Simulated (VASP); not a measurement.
HfO$_{2}$ (fluorite): computed properties

Calculation: PBE GGA, VASP's PBE PAW potentials (set 64) (plane waves; VASP).

```
Item                                                                             Result
---------------------------------------------  ----------------------------------------
space group                                                                 Fm-3m (225)
cell                                           a = b = c = 5.0724 Å, α = β = γ = 90.00°
volume per atom                                                           10.88 Å³/atom
band gap (over mesh and band path)                                              3.80 eV
smallest direct gap (over mesh and band path)                                   3.80 eV
band-edge character                                                      direct, X to X
density                                                                     10.71 g/cm³
mean ε∞ (DFPT)                                                                     5.25
mean ε∞ (independent particles)                                                    5.35
mean static ε                                                                     38.72
optical Γ-point spectrum                                        225 (×3), 572 (×3) cm⁻¹
```

```xyz
3
Lattice="0.0000 2.5362 2.5362 2.5362 0.0000 2.5362 2.5362 2.5362 0.0000" Properties=species:S:1:pos:R:3 pbc="T T T"
Hf     0.0000     0.0000     0.0000
O      1.2681     1.2681     1.2681
O      3.8043     3.8043     3.8043
```

Unless said otherwise, spin-orbit coupling is left out, though it shifts the bands of the heavy elements here.

The compound is HfO2 in the fluorite structure, the high-temperature cubic form, which is unstable at 0 K; the monoclinic form is the stable one. It was relaxed first. Symmetry was kept, so distortions that lower it aren't found.
